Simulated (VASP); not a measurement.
# SrTiO3 (Tausonite): the relaxed cell at several levels of theory, part 2 of 3

How much does the relaxed cell of SrTiO3 (Tausonite) depend on the functional? The starting structure is a measured crystal structure from the Crystallography Open Database. The first relaxation on each setting starts from this cell expanded by 3 % in volume.

VASP 6.6.1.

Results so far: PBEsol 11.83 Å³ an atom; LDA 11.51 Å³ an atom.

## Step 4: Relaxation with PBE

Level of this step: PBE; plane waves and PAW (Sr_sv, Ti_sv, O) (VASP).

PBE, the usual starting point, adds the gradient of the density.

Contents of INCAR:

```
SYSTEM = SrTiO3
PREC = Accurate
ENCUT = 520
EDIFF = 1E-06
NELM = 100
ISMEAR = 0
SIGMA = 0.03
LREAL = .FALSE.
ALGO = Normal
GGA = PE
NBANDS = 26
LASPH = .TRUE.
LORBIT = 11
LWAVE = .FALSE.
LCHARG = .FALSE.
KPAR = 16
IBRION = 2
NSW = 50
ISIF = 3
EDIFFG = -0.006
```

Contents of POSCAR:

```
SrTiO3
1.0
    3.9439486534      0.0000000000      0.0000000000
    0.0000000000      3.9439486534      0.0000000000
    0.0000000000      0.0000000000      3.9439486534
Sr Ti O
1 1 3
Direct
    0.5000000000      0.5000000000      0.5000000000
    0.0000000000      0.0000000000      0.0000000000
    0.0000000000      0.0000000000      0.5000000000
    0.0000000000      0.5000000000      0.0000000000
    0.5000000000      0.0000000000      0.0000000000
```

Contents of KPOINTS:

```
Automatic mesh
0
Gamma
6 6 6
0 0 0
```

PAW data sets: Sr_sv, Ti_sv and O (PBE family, release 64).

On the command line:

```console
> mpirun -np 16 vasp_std
```

The program printed:

```text
[banner, memory and clock lines left out]
running   16 mpi-ranks, on    1 nodes
[...]
[... a notice as in an earlier step ...]

 LDA part: xc-table for (Slater+PW92), standard interpolation
 POSCAR, INCAR and KPOINTS ok, starting setup
[...]
entering main loop
       N       E                     dE             d eps       ncg     rms          rms(c)
DAV:   1     0.422513853321E+03    0.42251E+03   -0.21069E+04  1040   0.167E+03
DAV:   2    -0.104109397348E+02   -0.43292E+03   -0.41960E+03  1256   0.452E+02
DAV:   3    -0.481584400342E+02   -0.37748E+02   -0.37564E+02  1194   0.137E+02
DAV:   4    -0.504893788541E+02   -0.23309E+01   -0.23282E+01  1808   0.280E+01
[...]
DAV:  14    -0.401032542975E+02    0.23477E-04   -0.38066E-04  1214   0.134E-01    0.255E-02
DAV:  15    -0.401032523898E+02    0.19077E-05   -0.70095E-05  1432   0.756E-02    0.140E-02
DAV:  16    -0.401032514786E+02    0.91115E-06   -0.66426E-06  1216   0.271E-02
   1 F= -.40103251E+02 E0= -.40103251E+02  d E =-.401033E+02
[...]
DAV:   8    -0.401033180322E+02   -0.16192E-05   -0.17224E-06  1010   0.842E-03    0.141E-03
DAV:   9    -0.401033183376E+02   -0.30534E-06   -0.34782E-07   644   0.366E-03
   2 F= -.40103318E+02 E0= -.40103318E+02  d E =-.668590E-04
 trial-energy change:   -0.000067  1 .order   -0.000047   -0.000459    0.000364
 step:   0.5919(harm=  0.5576)  dis= 0.00000  next Energy=   -40.103391 (dE=-0.140E-03)
[...]
N       E                     dE             d eps       ncg     rms          rms(c)
DAV:   1    -0.401039973509E+02   -0.67932E-03   -0.16746E-02  1234   0.128E+00    0.217E-01
DAV:   2    -0.401034725761E+02    0.52477E-03   -0.18494E-03  1220   0.421E-01    0.753E-02
DAV:   3    -0.401033910848E+02    0.81491E-04   -0.47683E-04  1196   0.132E-01    0.294E-02
DAV:   4    -0.401033911518E+02   -0.67031E-07   -0.10050E-04  1492   0.537E-02    0.259E-02
DAV:   5    -0.401033932020E+02   -0.20502E-05   -0.11554E-05  1716   0.326E-02    0.198E-02
DAV:   6    -0.401033954143E+02   -0.22123E-05   -0.58237E-06  1228   0.131E-02    0.922E-03
DAV:   7    -0.401033956420E+02   -0.22767E-06   -0.33006E-06  1192   0.947E-03
   3 F= -.40103396E+02 E0= -.40103396E+02  d E =-.144163E-03
[...]
reached required accuracy - stopping structural energy minimisation
```

Elapsed: 52 s, on 16 MPI ranks of AMD EPYC 7571, shared host; peak memory 3 GiB; 11 min of CPU time.

OUTCAR, selected parts (step 4):

```text
  Total        0.0102242      0.0102242      0.0102242     -0.0000000      0.0000000     -0.0000000
  in kB        0.2675995      0.2675995      0.2675995     -0.0000000      0.0000000     -0.0000000
  external PRESSURE =       0.2675995 kB  Pullay stress =       0.0000000 kB

 POSITION                                       TOTAL-FORCE (eV/Angst)
 -----------------------------------------------------------------------------------
      1.97056      1.97056      1.97056         0.000000     -0.000000      0.000000
      0.00000      0.00000      0.00000         0.000000      0.000000      0.000000
     -0.00000     -0.00000      1.97056        -0.000000     -0.000000      0.000000
     -0.00000      1.97056      0.00000        -0.000000      0.000000      0.000000
      1.97056      0.00000      0.00000        -0.000000      0.000000      0.000000
 -----------------------------------------------------------------------------------
    total drift:                                0.000000     -0.000000      0.000000

  FREE ENERGIE OF THE ION-ELECTRON SYSTEM (eV)
  ---------------------------------------------------
  free  energy   TOTEN  =       -40.1033956420 eV

  energy  without entropy=      -40.1033956420  energy(sigma->0) =      -40.10339564

[... 2 parts as in an earlier step ...]

[... 2 further parts left out ...]
[key lines of the parts left out:]
E-fermi :   4.2144
```

With PBE the relaxed cell holds 12.243 Å³ an atom, +2.78 % against the measured cell, with a = 3.941 Å. That is +3.50 % from PBEsol. Pressures at 0.985 and 1.015 times this volume, from two more relaxations that aren't shown, give a bulk modulus of 169.6 GPa.

## Step 5: Relaxation with PBEsol + D3(BJ)

D3 with Becke-Johnson damping keeps a finite attraction at short range. This run starts from the cell of an earlier relaxation, which isn't shown; the restart sets up the plane waves anew.

INCAR, as its differences from that of step 4:

```diff
@@ -9,3 +9,4 @@
 ALGO = Normal
-GGA = PE
+GGA = PS
+IVDW = 12
 NBANDS = 26
```

POSCAR, as its differences from that of step 4:

```diff
@@ -2,5 +2,5 @@
 1.0
-    3.9439486534      0.0000000000      0.0000000000
-    0.0000000000      3.9439486534      0.0000000000
-    0.0000000000      0.0000000000      3.9439486534
+    3.8714013539      0.0000000000      0.0000000000
+    0.0000000000      3.8714013539      0.0000000000
+    0.0000000000      0.0000000000      3.8714013539
 Sr Ti O
```

KPOINTS is that of step 4.

On the command line:

```console
> mpirun -np 16 vasp_std
```

The program printed:

```text
[banner, memory and clock lines left out]
running   16 mpi-ranks, on    1 nodes
[...]
[... a notice as in an earlier step ...]

 [... a notice as in an earlier step ...]

 LDA part: xc-table for (Slater+PW92), standard interpolation
 POSCAR, INCAR and KPOINTS ok, starting setup
[...]
entering main loop
       N       E                     dE             d eps       ncg     rms          rms(c)
DAV:   1     0.427016230356E+03    0.42702E+03   -0.21051E+04  1040   0.168E+03
DAV:   2    -0.116296045208E+02   -0.43865E+03   -0.42491E+03  1256   0.453E+02
DAV:   3    -0.493320096474E+02   -0.37702E+02   -0.37482E+02  1210   0.138E+02
DAV:   4    -0.515003783437E+02   -0.21684E+01   -0.21654E+01  1760   0.280E+01
[...]
DAV:  14    -0.420019426255E+02    0.14280E-05   -0.75755E-05  1254   0.116E-01    0.234E-02
DAV:  15    -0.420019391568E+02    0.34686E-05   -0.58371E-05  1398   0.665E-02    0.174E-02
DAV:  16    -0.420019382242E+02    0.93260E-06   -0.75385E-06  1200   0.338E-02
   1 F= -.43304554E+02 E0= -.43304554E+02  d E =-.433046E+02
[...]
reached required accuracy - stopping structural energy minimisation
```

Wall time 24 s (16 MPI ranks); peak memory 3 GiB.

OUTCAR, selected parts (step 5):

```text
 Edisp (eV)   -1.30262

  Total      -0.02679    -0.02679    -0.02679     0.00000    -0.00000    -0.00000
  in kB      -0.73960    -0.73960    -0.73960     0.00000    -0.00000    -0.00000
  external pressure =       -0.74 kB  Pullay stress =        0.00 kB

 POSITION                                       TOTAL-FORCE (eV/Angst)
 -----------------------------------------------------------------------------------
      1.93570      1.93570      1.93570         0.000000      0.000000      0.000000
      0.00000      0.00000      0.00000         0.000000      0.000000      0.000000
      0.00000      0.00000      1.93570         0.000000      0.000000      0.000000
      0.00000      1.93570      0.00000         0.000000      0.000000      0.000000
      1.93570      0.00000      0.00000         0.000000      0.000000      0.000000
 -----------------------------------------------------------------------------------
    total drift:                               -0.000000     -0.000000      0.000000

  FREE ENERGIE OF THE ION-ELECTRON SYSTEM (eV)
  ---------------------------------------------------
  free  energy   TOTEN  =       -43.3045542586 eV

  energy  without entropy=      -43.3045542586  energy(sigma->0) =      -43.30455426

[... 2 parts as in an earlier step ...]

[... 2 further parts left out ...]
[key lines of the parts left out:]
E-fermi :   4.5174
```

With PBEsol + D3(BJ) the relaxed cell holds 11.605 Å³ an atom, -2.58 % against the measured cell, with a = 3.871 Å. That is -1.89 % from PBEsol. Pressures at 0.985 and 1.015 times this volume, from two more relaxations that aren't shown, give a bulk modulus of 193.6 GPa.

## Step 6: Relaxation with r2SCAN

r2SCAN adds the kinetic-energy density, costs more than a GGA and is run with LASPH. This run starts from the cell of an earlier relaxation, which isn't shown; the restart sets up the plane waves anew.

INCAR, as its differences from that of step 5:

```diff
@@ -9,6 +9,5 @@
 ALGO = Normal
-GGA = PS
-IVDW = 12
+METAGGA = R2SCAN
+LASPH = .TRUE.
 NBANDS = 26
-LASPH = .TRUE.
 LORBIT = 11
```

POSCAR, as its differences from that of step 5:

```diff
@@ -2,5 +2,5 @@
 1.0
-    3.8714013539      0.0000000000      0.0000000000
-    0.0000000000      3.8714013539      0.0000000000
-    0.0000000000      0.0000000000      3.8714013539
+    3.9134082012      0.0000000000      0.0000000000
+    0.0000000000      3.9134082012      0.0000000000
+    0.0000000000      0.0000000000      3.9134082012
 Sr Ti O
```

KPOINTS is that of step 5.

On the command line:

```console
> mpirun -np 16 vasp_std
```

The program printed:

```text
[banner, memory and clock lines left out]
running   16 mpi-ranks, on    1 nodes
[...]
[... a notice as in an earlier step ...]

 [... a notice as in an earlier step ...]

 LDA part: xc-table for (None), standard interpolation
 POSCAR, INCAR and KPOINTS ok, starting setup
[...]
entering main loop
       N       E                     dE             d eps       ncg     rms          rms(c)
DAV:   1     0.409494235836E+03    0.40949E+03   -0.21639E+04  1040   0.171E+03
DAV:   2    -0.403684964414E+02   -0.44986E+03   -0.43383E+03  1202   0.474E+02
DAV:   3    -0.839114342023E+02   -0.43543E+02   -0.43319E+02  1298   0.146E+02
DAV:   4    -0.861996008796E+02   -0.22882E+01   -0.22831E+01  1766   0.279E+01
[...]
DAV:  15    -0.633302293560E+02    0.23406E-05   -0.95694E-05  1244   0.739E-02    0.157E-02
DAV:  16    -0.633302273814E+02    0.19746E-05   -0.23790E-05  1418   0.388E-02    0.550E-03
DAV:  17    -0.633302272254E+02    0.15607E-06   -0.10267E-06   766   0.973E-03
   1 F= -.63330227E+02 E0= -.63330227E+02  d E =-.633302E+02
[...]
reached required accuracy - stopping structural energy minimisation
```

Run time: 67 s. Hardware: 16 MPI ranks; peak memory 2.8 GiB; 14 min of CPU time.

From OUTCAR (step 6):

```text
  Total        0.0063824      0.0063824      0.0063824     -0.0000000     -0.0000000     -0.0000000
  in kB        0.1706190      0.1706190      0.1706190     -0.0000000     -0.0000000     -0.0000000
  external PRESSURE =       0.1706190 kB  Pullay stress =       0.0000000 kB

 POSITION                                       TOTAL-FORCE (eV/Angst)
 -----------------------------------------------------------------------------------
      1.95670      1.95670      1.95670         0.000000      0.000000      0.000000
      0.00000      0.00000      0.00000         0.000000      0.000000      0.000000
      0.00000      0.00000      1.95670         0.000000      0.000000      0.000000
      0.00000      1.95670      0.00000         0.000000      0.000000      0.000000
      1.95670      0.00000      0.00000         0.000000      0.000000      0.000000
 -----------------------------------------------------------------------------------
    total drift:                                0.000000     -0.000000      0.000000

  FREE ENERGIE OF THE ION-ELECTRON SYSTEM (eV)
  ---------------------------------------------------
  free  energy   TOTEN  =       -63.3302272254 eV

  energy  without entropy=      -63.3302272254  energy(sigma->0) =      -63.33022723

[... 2 parts as in an earlier step ...]

[... 2 further parts left out ...]
[key lines of the parts left out:]
E-fermi :   4.0882
```

With r2SCAN the relaxed cell holds 11.987 Å³ an atom, +0.63 % against the measured cell, with a = 3.913 Å. That is +1.34 % from PBEsol. Pressures at 0.985 and 1.015 times this volume, from two more relaxations that aren't shown, give a bulk modulus of 191.2 GPa.

## Step 7: Relaxation with r2SCAN + rVV10

rVV10 adds a nonlocal correlation energy for dispersion. This run starts from the cell of an earlier relaxation, which isn't shown; the restart sets up the plane waves anew.

INCAR, as its differences from that of step 6:

```diff
@@ -10,2 +10,6 @@
 METAGGA = R2SCAN
+LUSE_VDW = .TRUE.
+IVDW_NL = 2
+BPARAM = 11.95
+CPARAM = 0.0093
 LASPH = .TRUE.
```

POSCAR, as its differences from that of step 6:

```diff
@@ -2,5 +2,5 @@
 1.0
-    3.9134082012      0.0000000000      0.0000000000
-    0.0000000000      3.9134082012      0.0000000000
-    0.0000000000      0.0000000000      3.9134082012
+    3.9041789379      0.0000000000      0.0000000000
+    0.0000000000      3.9041789379      0.0000000000
+    0.0000000000      0.0000000000      3.9041789379
 Sr Ti O
```

KPOINTS is that of step 6.

On the command line:

```console
> mpirun -np 16 vasp_std
```

The program printed:

```text
[banner, memory and clock lines left out]
running   16 mpi-ranks, on    1 nodes
[...]
[... a notice as in an earlier step ...]

|                                                                             |
|               ----> ADVICE to this user running VASP <----                  |
|                                                                             |
|     You have switched on vdW-DFT.                                           |
|     This routine was written and supplied by Jiri Klimes. We recommend      |
|     that you carefully read and cite the following publications:            |
|       J. Klimes, D.R. Bowler, A. Michelides                                 |
|          J. Phys.: Cond Matt. 22 022201 (2010)                              |
|       J. Klimes, D.R. Bowler, A. Michelides                                 |
|          Phys. Rev. B. 83, 195131 (2011)                                    |
|     and references therein.                                                 |
[...]
Total rVV10 correction in eV:      0.9538941    40.0645817
Total rVV10 correction in eV:      0.9538941    40.0645817
Total rVV10 correction in eV:      0.9538941    40.0645817
Total rVV10 correction in eV:      0.9538941    40.0645817
Total rVV10 correction in eV:      0.9538699    40.0645817
Total rVV10 correction in eV:      0.9538699    40.0645817
Total rVV10 correction in eV:      0.9538699    40.0645817
Total rVV10 correction in eV:      0.9538699    40.0645817
Total rVV10 correction in eV:      0.9538699    40.0645817
Total rVV10 correction in eV:      0.9538699    40.0645817
Total rVV10 correction in eV:      0.9538699    40.0645817
Total rVV10 correction in eV:      0.9538699    40.0645817
Total rVV10 correction in eV:      0.9538699    40.0645817
Total rVV10 correction in eV:      0.9538699    40.0645817
Total rVV10 correction in eV:      0.9538699    40.0645817
Total rVV10 correction in eV:      0.9538699    40.0645817
Total rVV10 correction in eV:      0.9538699    40.0645817
Total rVV10 correction in eV:      0.9538699    40.0645817
Total rVV10 correction in eV:      0.9538699    40.0645817
Total rVV10 correction in eV:      0.9538699    40.0645817
   1 F= -.62372762E+02 E0= -.62372762E+02  d E =-.623728E+02
[...]
reached required accuracy - stopping structural energy minimisation
```

It took 2.1 min on 16 MPI ranks; peak memory 4.6 GiB; 33 min of CPU time.

Parts of OUTCAR (step 7):

```text
  Total        0.0004732      0.0004732      0.0004732     -0.0000000      0.0000000     -0.0000000
  in kB        0.0127410      0.0127410      0.0127410     -0.0000000      0.0000000     -0.0000000
  external PRESSURE =       0.0127410 kB  Pullay stress =       0.0000000 kB

 POSITION                                       TOTAL-FORCE (eV/Angst)
 -----------------------------------------------------------------------------------
      1.95209      1.95209      1.95209         0.000000      0.000000      0.000000
      0.00000      0.00000      0.00000         0.000000      0.000000      0.000000
      0.00000      0.00000      1.95209         0.000000      0.000000      0.000000
      0.00000      1.95209      0.00000         0.000000      0.000000      0.000000
      1.95209      0.00000      0.00000         0.000000      0.000000      0.000000
 -----------------------------------------------------------------------------------
    total drift:                               -0.000000     -0.000000      0.000000

  FREE ENERGIE OF THE ION-ELECTRON SYSTEM (eV)
  ---------------------------------------------------
  free  energy   TOTEN  =       -62.3727619220 eV

  energy  without entropy=      -62.3727619220  energy(sigma->0) =      -62.37276192

[... 2 parts as in an earlier step ...]

[... 2 further parts left out ...]
[key lines of the parts left out:]
E-fermi :   4.0167
```

With r2SCAN + rVV10 the relaxed cell holds 11.902 Å³ an atom, -0.08 % against the measured cell, with a = 3.904 Å. That is +0.62 % from PBEsol. Pressures at 0.985 and 1.015 times this volume, from two more relaxations that aren't shown, give a bulk modulus of 189.6 GPa.

## Step 8: Relaxation with vdW-DF-cx

vdW-DF-cx takes its exchange from the same plasmon model as its correlation. This run starts from the cell of an earlier relaxation, which isn't shown; the restart sets up the plane waves anew.

INCAR, as its differences from that of step 7:

```diff
@@ -9,7 +9,5 @@
 ALGO = Normal
-METAGGA = R2SCAN
+GGA = CX
+AGGAC = 0
 LUSE_VDW = .TRUE.
-IVDW_NL = 2
-BPARAM = 11.95
-CPARAM = 0.0093
 LASPH = .TRUE.
```

POSCAR, as its differences from that of step 7:

```diff
@@ -2,5 +2,5 @@
 1.0
-    3.9041789379      0.0000000000      0.0000000000
-    0.0000000000      3.9041789379      0.0000000000
-    0.0000000000      0.0000000000      3.9041789379
+    3.9043465646      0.0000000000      0.0000000000
+    0.0000000000      3.9043465646      0.0000000000
+    0.0000000000      0.0000000000      3.9043465646
 Sr Ti O
```

KPOINTS is that of step 7.

On the command line:

```console
> mpirun -np 16 vasp_std
```

The program printed:

```text
[banner, memory and clock lines left out]
running   16 mpi-ranks, on    1 nodes
[...]
[... a notice as in an earlier step ...]

 [... a notice as in an earlier step ...]

 [... a notice as in an earlier step ...]

 LDA part: xc-table for (Slater+PW92), standard interpolation
 POSCAR, INCAR and KPOINTS ok, starting setup
[...]
entering main loop
       N       E                     dE             d eps       ncg     rms          rms(c)
DAV:   1     0.444247162931E+03    0.44425E+03   -0.20881E+04  1040   0.167E+03
DAV:   2     0.769588664250E+00   -0.44348E+03   -0.42937E+03  1260   0.463E+02
DAV:   3    -0.388921818471E+02   -0.39662E+02   -0.39472E+02  1232   0.139E+02
DAV:   4    -0.409804069313E+02   -0.20882E+01   -0.20853E+01  1752   0.274E+01
[...]
DAV:  15    -0.310926999434E+02    0.61692E-05   -0.66973E-05  1410   0.835E-02    0.195E-02
DAV:  16    -0.310926988614E+02    0.10820E-05   -0.11758E-05  1182   0.437E-02    0.323E-03
DAV:  17    -0.310926988969E+02   -0.35540E-07   -0.58011E-07   800   0.642E-03
   1 F= -.31092699E+02 E0= -.31092699E+02  d E =-.310927E+02
[...]
reached required accuracy - stopping structural energy minimisation
```

The job ended after 2.4 min (16 MPI ranks; peak memory 5.6 GiB).

(Part 2 of 3 ends here.)

[Lines on the potential files, build, host, timing and source positions are cut from VASP's logs without a mark.]

[Logs are printed without paths, hosts, clocks, repeated set-up lines and the standing remarks that a program may print on its own settings, such as how far it seeks lower states.]

[Hosts, paths, dates, database ids (printed as entryN), source tags and the programs' standing remarks are cut or masked in the printed files.]
